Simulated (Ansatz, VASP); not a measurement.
# Si3N4 in two plane-wave programs

One calculation is typed for both programs; each brings its own data sets. How far apart do they land? The cell is taken from a series of runs on this material, whose earlier steps may have relaxed, scaled, displaced or heated it; both programs get it as it stands.

Method: plane waves, with VASP 6.6.1 beside it; G0W0 gap at LDA, in Ansatz 0.2.0.

## Step 1: The structure

The structure is cubic, space group I-43d (No. 220). Conventional cell: a = 6.475 Å, b = 6.475 Å, c = 6.475 Å, α = 90.00°, β = 90.00°, γ = 90.00°. Si has 4 N at 1.75 Å nearest. Nearest to N lie 3 Si at 1.75 Å. Farther neighbours and most contacts between anions are not listed.

Coordinates:

```xyz
14
Lattice="-3.2374 3.2374 3.2374 3.2374 -3.2374 3.2374 3.2374 3.2374 -3.2374" Properties=species:S:1:pos:R:3 pbc="T T T"
Si    2.4280    3.2374   -1.6187
Si   -1.6187    2.4280    3.2374
Si    0.8093    3.2374    1.6187
Si    1.6187    0.8093    3.2373
Si    3.2374   -1.6187    2.4280
Si    3.2374    1.6187    0.8093
N     1.8220    1.8220    1.8220
N     0.2033   -0.2033    3.0340
N     1.4154    4.6527   -1.4154
N     3.0340    0.2033   -0.2033
N    -1.4154    1.4154    4.6527
N     0.2033    0.2033    0.2033
N     4.6527   -1.4154    1.4154
N    -0.2033    3.0340    0.2033
```

## Step 2: Ansatz: G0W0 gap, LDA

Ansatz runs on its PAW soft_1 files.

Quasiparticle shifts depend on high empty states and on the cores, so they are the hardest test of two PAW sets.

input.yaml

```yaml
crystal:
  lattice:
    - [-3.23735, 3.23735, 3.23735]
    - [3.23735, -3.23735, 3.23735]
    - [3.23735, 3.23735, -3.23735]
  atoms:
    - { symbol: Si, position: [0.25, 0.125, 0.875] }
    - { symbol: Si, position: [0.875, 0.25, 0.125] }
    - { symbol: Si, position: [0.75, 0.375, 0.625] }
    - { symbol: Si, position: [0.625, 0.75, 0.375] }
    - { symbol: Si, position: [0.125, 0.875, 0.25] }
    - { symbol: Si, position: [0.375, 0.625, 0.75] }
    - { symbol: "N", position: [0.5628, 0.5628, 0.5628] }
    - { symbol: "N", position: [0.4372, 0.5, 0.0] }
    - { symbol: "N", position: [0.5, 0.0, 0.9372] }
    - { symbol: "N", position: [0.0, 0.4372, 0.5] }
    - { symbol: "N", position: [0.9372, 0.5, 0.0] }
    - { symbol: "N", position: [0.0628, 0.0628, 0.0628] }
    - { symbol: "N", position: [0.0, 0.9372, 0.5] }
    - { symbol: "N", position: [0.5, 0.0, 0.4372] }
kpoints:
  mp_grid: { grid: [2, 2, 2] }
hamiltonian:
  xc: lda
  pseudopotentials: { kind: paw, azcp: { folder: soft_1 }, xc_functional: pbe }
scf:
  occupations: { method: fixed }
gw:
  n_empty_bands: 308
  ecut_chi: 100
  qp_bands: [v4, c4]
  qp_kpoints: band_edges
  screening: { model: contour_deformation }
```

Started as:

```console
$ ansatz run input.yaml --threads 3 --pin off --max-ram 92160MiB --backend cuda --events-out ev --progress --plain --runs-dir out --devices 1 --max-vram 13GiB
```

Numbers of over 12 decimals in the logs are rounded to 6 here.

What it wrote:

```text
GPUs: using 1 of 1 available (devices: 1).
Engine: ansatz 0.2.0, x86_64-unknown-linux-gnu
Pseudopotentials: kind: paw
Pseudopotential: Si, paw, valence charge 4, recommended cutoff 420 eV (normal), soft_1/Si.paw.azcp
Pseudopotential: N, paw, valence charge 5, recommended cutoff 420 eV (normal), soft_1/N.paw.azcp
Functional definition: SPW92
  exchange = slater_x
  correlation = pw_c
device memory: the entry about to start is reckoned to put 2.5 GiB on a device that reports 49.4 GiB free (of which the cap on the GPU budget leaves the run 13.0 GiB)
GPU FFT provider: cuFFT
GPU libraries: cuBLAS 13.8.2, cuFFT 12.4.0, cuSOLVER 12.3.4
Crystal: 14 atoms, lattice volume = 135.715 Å³
Basis set: ecut = 420 eV, 2659 PW (Γ)
Bands: 46, of which v1, the nominal top of the filled ones, is band 32 counted from 1 (31 counted from 0)
Symmetry: 24 space group operations
Space group: I-43d (ITA 220), of the structure as read, at distance tolerance 5.1e-5 Å
k-points: 3 of 8
Non-local potential: Si, projectors of the file, l = 0: 2, l = 1: 2, l = 2: 1
Non-local potential: N, projectors of the file, l = 0: 2, l = 1: 2, l = 2: 1
PAW form: soft (Blöchl's): semilocal exchange-correlation on the pseudo side does not see the compensation charge
PAW frozen core: Si, regenerated for the run's functional, and the local potential with it (the file was generated under x = pbe(κ = 0.804, μ = 0.219515), c = pbe(β = 0.066725))
PAW frozen core: N, regenerated for the run's functional, and the local potential with it (the file was generated under x = pbe(κ = 0.804, μ = 0.219515), c = pbe(β = 0.066725))
PAW one-centre angular grid: Si, 110 points (default); XC on 64 Gauss nodes
PAW one-centre angular grid: N, 110 points (default); XC on 64 Gauss nodes
Initial density: superposition of atomic densities (chi_scale 0.1, normalization cell, long waves kept (reshape's long-wave potential 0.00 eV rms))
Initial wavefunctions: pseudopotential atomic-orbital guess
GPU buffer pool allocated for 64000 grid points (all kernels)
GPU transforms: local potential and band sums: pruned to the plane-wave sphere, on 40×40×40
Functional: x = slater, c = lda
SCF iter   1: F=—  HF=-6670.294873 eV  |F-HF|=—  |Δ(HF+E_count)|=         —  Δρ=1.54e-1  dr2=3.35e1  ethr=3.10e-3  ⟨swp⟩=5.0  Hψ=542  notcnv=0  defer=26
preconditioner: auto → Resta (q_TF=auto, 2.407 Å⁻¹)  ε∞=3.8  [insulator: Δε(μ)=5.767 eV  Ē_g=15.121 eV  n_scr=42 (ndim 8)  ℏωp=25.5 eV  f_vac=0.000  ε∞_Penn≈3.8]
SCF iter   2: F=—  HF=-6659.986563 eV  |F-HF|=—  |Δ(HF+E_count)|=    1.03e1  Δρ=4.96e-2  dr2=1.88e0  ethr=3.10e-3  ⟨swp⟩=3.7  Hψ=363  notcnv=0  defer=26
SCF iter   3: F=—  HF=-6659.511490 eV  |F-HF|=—  |Δ(HF+E_count)|=   4.75e-1  Δρ=2.44e-2  dr2=4.46e-1  ethr=2.94e-3  ⟨swp⟩=1.0  Hψ=146  notcnv=0  defer=21
SCF iter   4: F=—  HF=-6659.393811 eV  |F-HF|=—  |Δ(HF+E_count)|=   1.18e-1  Δρ=1.75e-3  dr2=2.69e-3  ethr=6.96e-4  ⟨swp⟩=2.7  Hψ=173  notcnv=0  defer=32
SCF iter   5: F=—  HF=-6659.394472 eV  |F-HF|=—  |Δ(HF+E_count)|=   6.62e-4  Δρ=3.44e-4  dr2=1.47e-4  ethr=4.20e-6  ⟨swp⟩=2.3  Hψ=223  notcnv=0  defer=32
SCF iter   6: F=—  HF=-6659.394462 eV  |F-HF|=—  |Δ(HF+E_count)|=   1.03e-5  Δρ=5.38e-5  dr2=3.74e-6  ethr=2.30e-7  ⟨swp⟩=2.3  Hψ=198  notcnv=0  defer=23
SCF iter   7: F=-6659.394462 eV  HF=-6659.394462 eV  |F-HF|=1.70e-8  |Δ(HF+E_count)|=   5.51e-7  Δρ=5.92e-6  dr2=4.33e-8  ethr=1.56e-10  ⟨swp⟩=12.0  Hψ=784  notcnv=0
SCF 1 converged in 7 iterations: F = -6659.394462 eV  dr2 = 4.33e-8
  greatest PAW one-centre occupation: 0.781 electrons in one spin orbital (limit 2), on the N atom at site 11 (counted from 0), in its partial waves of l = 0
device memory: the entry about to start is reckoned to put 3.1 GiB on a device that reports 49.9 GiB free (of which the cap on the GPU budget leaves the run 13.0 GiB)
NSCF: frozen V_eff on 3 k-points
the band table was solved once the SCF had ended and its energy, with any forces and stress, was formed, with the checks that follow a solve (581 applications of the Hamiltonian). They found nothing against the state; the energy, forces and stress were not computed again (output.eigenvalues in the input reference)
device memory: the entry about to start is reckoned to put 4.3 GiB on a device that reports 48.9 GiB free (of which the cap on the GPU budget leaves the run 13.0 GiB)
NSCF: frozen V_eff on 3 k-points
device memory: the entry about to start is reckoned to put 4.4 GiB on a device that reports 46.5 GiB free (of which the cap on the GPU budget leaves the run 13.0 GiB)
NSCF: frozen V_eff on 3 k-points
G₀W₀ screening: q 1/3
[... further progress lines ...]
device memory: the entry about to start is reckoned to put 0.7 GiB on a device that reports 46.3 GiB free (of which the cap on the GPU budget leaves the run 13.0 GiB)
NSCF: frozen V_eff on 1 k-points
SCF converged after 7 iterations
Free energy (F): -6659.394462 eV
Harris-Foulkes:  -6659.394462 eV  (|F-HF|=1.70e-8)
Internal energy: -6659.394462 eV  (E = F + TS)
E sigma→0 (E₀):  -6659.394462 eV
Fermi energy:    9.047798 eV
--- Per-component energies (eV) ---
  E_band       = 123.622833
  E_kinetic    = 1325.450547
  E_local      = -1638.449310  (includes V_loc(G=0)·N_el)
  E_nonlocal   = 420.731109
  E_hartree    = 553.044366
  E_xc         = -817.895992
  E_vxc        = -903.139444  (∫ρ·V_xc dr)
  E_paw        = -3865.126066  (= ΣΔE_a)
  E_vpaw       = -187.069663  (= ΣTr[D̂ρ^β])
  E_aug_tail   = 0.007121  (compensation charges beyond the density's cutoff)
  E_ewald      = -2638.302572
  E_core_change = 1.146337  (= ΣΔE_core)
  E_smearing   = -0.000000  (= −TS)
  E_closure    = 0.000000  (closes the sum)
  Σ components = -6659.394462   (vs F -6659.394462, Δ=0.00e0)
--- Band table (eV) ---
  k-point 0: bands = [... 28 lower, 8.8983, 8.8983, 8.8983, 8.9991, 13.5065, 13.5065, 13.6110, 13.6110, ... 10 higher]
  k-point 1: bands = [... 28 lower, 7.7636, 7.7636, 9.0478, 9.0478, 13.8550, 13.8550, 14.8924, 14.8924, ... 10 higher]
  k-point 2: bands = [... 28 lower, 7.1284, 7.1284, 7.8412, 7.8412, 14.2883, 14.2883, 14.2883, 14.2883, ... 10 higher]
--- G₀W₀: contour deformation, 5 samples at zero and on the imaginary axis and 1 off it, 8 q-points, 308 empty bands' worth ---
  eigenvalues of the whole cell's RPA ε∞ on this k-mesh (on a slab, of 1 + 4πα/V) = 4.7385, 4.7385, 4.7385; static W/v taken at q = 0 is 0.211036
  bands read: the sum over 340 bands ends inside a degenerate multiplet in 2 slots, whose members it reads at an even weight; the widest, k=2: bands 339 to 344 (counted from 1) at 2/6 each
  gw.qp_kpoints: band_edges: 3 of 3 stored k-points solved, in 1 pass; an edge of the gap read off the rows below is read off those points alone
    ik  band        ε_KS         Σx   Σc(E_QP)       V_xc       Z   E_QP_lin       E_QP  E_QP is
     0    29      8.8983   -21.7412     3.4804   -17.7902  0.7864     8.4257     8.4276  root
     0    30      8.8983   -21.7412     3.4804   -17.7902  0.7864     8.4257     8.4276  root
     0    31      8.8983   -21.7412     3.4804   -17.7902  0.7864     8.4257     8.4276  root
     0    32      8.9991   -21.8555     3.5944   -17.7674  0.7858     8.5034     8.5055  root
     0    33     13.5065    -6.8554    -4.4661   -12.3904  0.8283    14.5836    14.5754  root
     0    34     13.5065    -6.8554    -4.4661   -12.3904  0.8283    14.5836    14.5754  root
     0    35     13.6110    -8.7529    -4.4920   -14.4079  0.8199    14.7840    14.7740  root
     0    36     13.6110    -8.7529    -4.4920   -14.4079  0.8199    14.7840    14.7740  root
     1    29      7.7636   -21.2471     3.5640   -17.1126  0.7851     7.1900     7.1931  root
     1    30      7.7636   -21.2471     3.5640   -17.1126  0.7851     7.1900     7.1931  root
     1    31      9.0478   -21.9245     3.5194   -17.9439  0.7864     8.5847     8.5865  root
     1    32      9.0478   -21.9245     3.5194   -17.9439  0.7864     8.5847     8.5865  root
     1    33     13.8550    -7.3530    -4.4918   -12.9506  0.8242    14.9700    14.9609  root
     1    34     13.8550    -7.3530    -4.4918   -12.9506  0.8242    14.9700    14.9609  root
     1    35     14.8924    -8.9084    -4.8099   -14.9677  0.8142    16.1550    16.1419  root
     1    36     14.8924    -8.9084    -4.8099   -14.9677  0.8142    16.1550    16.1419  root
     2    29      7.1284   -21.0348     3.7129   -16.6843  0.7803     6.4863     6.4907  root
     2    30      7.1284   -21.0348     3.7129   -16.6843  0.7803     6.4863     6.4907  root
     2    31      7.8412   -21.2091     3.7054   -16.8906  0.7811     7.2243     7.2281  root
     2    32      7.8412   -21.2091     3.7054   -16.8906  0.7811     7.2243     7.2281  root
     2    33     14.2883    -6.8097    -4.6907   -12.5895  0.8242    15.3867    15.3774  root
     2    34     14.2883    -6.8097    -4.6907   -12.5895  0.8242    15.3867    15.3774  root
     2    35     14.2883    -6.8097    -4.6907   -12.5895  0.8242    15.3867    15.3774  root
     2    36     14.2883    -6.8097    -4.6907   -12.5895  0.8242    15.3867    15.3774  root
```

(Continued in part 2 of 2.)

[Lines on the potential files, build, host, timing and source positions are cut from VASP's logs without a mark.]

[Logs are printed without paths, hosts, clocks, repeated set-up lines and the standing remarks that a program may print on its own settings, such as how far it seeks lower states.]

[Hosts, paths, dates, database ids (printed as entryN), source tags and the programs' standing remarks are cut or masked in the printed files.]
